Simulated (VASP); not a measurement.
These are PBE GGA, VASP's PBE PAW potentials (set 64) (plane waves; VASP) values and carry that method's errors.

VASP input:

**KPOINTS**
```
Automatic mesh
0
Gamma
12 12 12
0 0 0
```

**POSCAR**
```
LiF
1
   -0.0000000000     2.0285179107     2.0285179107
    2.0285179107    -0.0000000000     2.0285179107
    2.0285179107     2.0285179107    -0.0000000000
Li F
1 1
Direct
  0.0000000000   0.0000000000   0.0000000000
  0.5000000000   0.5000000000   0.5000000000
```

### INCAR
```
! general
SYSTEM=LiF
PREC  =Normal
ENCUT =450   ! plane-wave cut-off (eV)
LREAL =.FALSE.   ! projection in real space or not
LASPH =.TRUE.   ! aspherical one-centre terms

! electronic loop
EDIFF =1E-5   ! SCF stop (eV)
NELM  =100   ! most electronic steps
NELMIN=4
ALGO  =Fast   ! Davidson, then RMM-DIIS

! smearing
ISMEAR=0   ! Gaussian
SIGMA =0.05   ! width (eV)

! functional
GGA   =PE   ! PBE

! ions
IBRION=2   ! conjugate gradients
NSW   =20   ! most ionic steps
ISIF  =2
EDIFFG=-0.03

! output
LWAVE =.FALSE.
LCHARG=.FALSE.
```

POTCAR, in this order: Li_sv F (PBE.64 set). Program: vasp_std.

Question: What will the output report for the number of irreducible k-points (NKPTS), largest plane-wave count, number of space-group operations, FFT grid (NGX, NGY, NGZ)?

Answer: 
The number of irreducible k-points (NKPTS) is 72, the largest plane-wave count is 375 and the number of space-group operations is 48. The FFT grid (NGX, NGY, NGZ) is 16 × 16 × 16.

The compound is LiF in the rock salt structure. It was relaxed first.
